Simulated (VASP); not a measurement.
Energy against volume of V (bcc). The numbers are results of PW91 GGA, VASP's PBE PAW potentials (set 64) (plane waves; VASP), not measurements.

```json
[
 {"V (Å³/atom)": "12.623", "E (eV/atom)": "-8.92203"},
 {"V (Å³/atom)": "13.026", "E (eV/atom)": "-8.94582"},
 {"V (Å³/atom)": "13.428", "E (eV/atom)": "-8.95380"},
 {"V (Å³/atom)": "13.831", "E (eV/atom)": "-8.94814"},
 {"V (Å³/atom)": "14.234", "E (eV/atom)": "-8.93057"}
]
```

### Question
Fit a third-order Birch-Murnaghan equation of state.

### Answer

volume per atom: 13.45 Å³/atom
bulk modulus: 180 GPa
pressure derivative of the bulk modulus: 3.73
lattice constant a: 2.997 Å

Measured: bulk modulus 161 GPa at 0 K (computed value off by +11.7 %), as given by H. Levämäki et al., Physical Review B (2014), arXiv:1402.3671 [corrected for temperature and zero-point phonon effects]; a 3.021 Å at 0 K (computed value off by -0.8 %), as given by Daniel Mejia-Rodriguez et al., Physical Review B (2018), arXiv:1807.09216 [static lattice: zero-point anharmonic expansion removed].

The compound is V in the bcc structure. It was relaxed first. The run is not spin-polarised, so no magnetic state was tried.
